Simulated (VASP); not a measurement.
Method: PBE GGA, VASP's PBE PAW potentials (set 64) (plane waves; VASP).

Input for VASP

File KPOINTS:
```
Automatic mesh
0
Gamma
10 10 10
0 0 0
```

### POSCAR
```
C
1
    0.0000000000     1.7835000000     1.7835000000
    1.7835000000     0.0000000000     1.7835000000
    1.7835000000     1.7835000000     0.0000000000
C
2
Direct
  0.0000000000   0.0000000000   0.0000000000
  0.2500000000   0.2500000000   0.2500000000
```

**INCAR**
```
SYSTEM = C
PREC = Accurate
ENCUT = 520
EDIFF = 1E-6
NELM = 100
ALGO = Normal
LREAL = .FALSE.
LASPH = .TRUE.
ISMEAR = 0
SIGMA = 0.05
GGA = PE
LWAVE = .FALSE.
LCHARG = .FALSE.
ISIF = 2
```

POTCAR, in this order: C (PBE.64 set). Program: vasp_std.

Output of the run:

File OSZICAR:
```
       N       E                     dE             d eps       ncg     rms          rms(c)
DAV:   1     0.137603409980E+01    0.13760E+01   -0.51246E+03   768   0.998E+02
DAV:   2    -0.187122845912E+02   -0.20088E+02   -0.19633E+02  1216   0.117E+02
DAV:   3    -0.188234991198E+02   -0.11121E+00   -0.11121E+00   776   0.118E+01
DAV:   4    -0.188236620010E+02   -0.16288E-03   -0.16288E-03  1112   0.484E-01
DAV:   5    -0.188236620248E+02   -0.23883E-07   -0.23883E-07   784   0.422E-03    0.556E+00
DAV:   6    -0.183449683055E+02    0.47869E+00   -0.36669E-01   784   0.484E+00    0.334E+00
DAV:   7    -0.181838924739E+02    0.16108E+00   -0.40488E-01   888   0.519E+00    0.764E-01
DAV:   8    -0.181851711176E+02   -0.12786E-02   -0.18082E-03   784   0.491E-01    0.469E-02
DAV:   9    -0.181851879441E+02   -0.16827E-04   -0.13269E-04  1072   0.102E-01    0.273E-02
DAV:  10    -0.181852005299E+02   -0.12586E-04   -0.13598E-05   768   0.431E-02    0.625E-03
DAV:  11    -0.181852003767E+02    0.15319E-06   -0.36784E-08   552   0.215E-03
   1 F= -.18185200E+02 E0= -.18185200E+02  d E =-.418666E-23
```

File OUTCAR:
```
------------------------ aborting loop because EDIFF is reached ----------------------------------------
  FORCE on cell =-STRESS in cart. coord.  units (eV):
  Direction    XX          YY          ZZ          XY          YZ          ZX
  --------------------------------------------------------------------------------------
  Total        0.1674457      0.1674457      0.1674457      0.0000000      0.0000000      0.0000000
  in kB       23.6447835     23.6447835     23.6447835      0.0000000      0.0000000      0.0000000
  external PRESSURE =      23.6447835 kB  Pullay stress =       0.0000000 kB
  volume of cell :       11.35
      direct lattice vectors                 reciprocal lattice vectors
     0.000000000  1.783500000  1.783500000    -0.280347631  0.280347631  0.280347631
     1.783500000  0.000000000  1.783500000     0.280347631 -0.280347631  0.280347631
     1.783500000  1.783500000  0.000000000     0.280347631  0.280347631 -0.280347631
 POSITION                                       TOTAL-FORCE (eV/Angst)
 -----------------------------------------------------------------------------------
      0.00000      0.00000      0.00000         0.000000      0.000000      0.000000
      0.89175      0.89175      0.89175        -0.000000     -0.000000     -0.000000
 -----------------------------------------------------------------------------------
    total drift:                                0.000000      0.000000      0.000000
  FREE ENERGIE OF THE ION-ELECTRON SYSTEM (eV)
  ---------------------------------------------------
  free  energy   TOTEN  =       -18.1852003767 eV

  energy  without entropy=      -18.1852003767  energy(sigma->0) =      -18.18520038
```
(Selected blocks of OUTCAR.)

The compound is C in the diamond structure. The cell was not relaxed at this level.
